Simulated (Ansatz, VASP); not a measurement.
## Two plane-wave programs on Ga16AsN15 (a cell with a defect)

```
CELL_PARAMETERS angstrom
6.36000 0.00000 0.00000
-3.18000 5.50792 0.00000
0.00000 0.00000 10.33200
ATOMIC_POSITIONS crystal
Ga 0.16667 0.33333 0.96147
Ga 0.16667 0.33333 0.49842
Ga 0.17003 0.83501 0.00025
Ga 0.16071 0.83036 0.50389
Ga 0.66499 0.32997 0.00025
Ga 0.66964 0.33929 0.50389
Ga 0.66499 0.83501 0.00025
Ga 0.66964 0.83036 0.50389
Ga 0.34943 0.15057 0.26214
Ga 0.33614 0.16386 0.74348
Ga 0.34943 0.69885 0.26214
Ga 0.33614 0.67229 0.74348
Ga 0.80115 0.15057 0.26214
Ga 0.82771 0.16386 0.74348
Ga 0.83333 0.66667 0.24797
Ga 0.83333 0.66667 0.75574
As 0.16667 0.33333 0.17755
N 0.16667 0.33333 0.68811
N 0.16748 0.83374 0.18890
N 0.16052 0.83026 0.68861
N 0.66626 0.33252 0.18890
N 0.66974 0.33948 0.68861
N 0.66626 0.83374 0.18890
N 0.66974 0.83026 0.68861
N 0.33637 0.16363 0.44759
N 0.33855 0.16145 0.92881
N 0.33637 0.67275 0.44759
N 0.33855 0.67711 0.92881
N 0.82725 0.16363 0.44759
N 0.82289 0.16145 0.92881
N 0.83333 0.66667 0.43639
N 0.83333 0.66667 0.94336
```

Alike in both runs: functional PBE; k mesh 4 × 4 × 2; occupations fermi-dirac, width 0.01 eV; no spin polarisation.

Ansatz relaxed the structure, and its values are those at the end. VASP's run is a single point on that final structure, the one shown.

|  | VASP | Ansatz |
| --- | --- | --- |
| version | VASP 6.6.1 | Ansatz 0.2.0 |
| potentials or method | VASP PAW PBE potentials, release 64 (Ga_d, As, N) | plane-wave PAW, scalar-relativistic |
| plane-wave cutoff (eV) | 520 | 420 |
| valence electrons in the cell | 288 | 298 |

|  | VASP | Ansatz | Ansatz less VASP |
| --- | --- | --- | --- |
| gap on the k mesh at the Fermi level (eV) | 0.82 | 0.83 | +0.007 |
| pressure (GPa) | 17.0 | 17.0 | -0.06 |
| rms of the force components (eV/Å) | 0.005 | 0.003 | -0.0014 |

The two sets of potentials don't hold the same shells in valence. Ansatz warned: «stress_scf_threshold_loose».

Caveats: so large a pressure means that the cell lies far from this level's equilibrium, or that cutoff or potentials fall short (VASP).
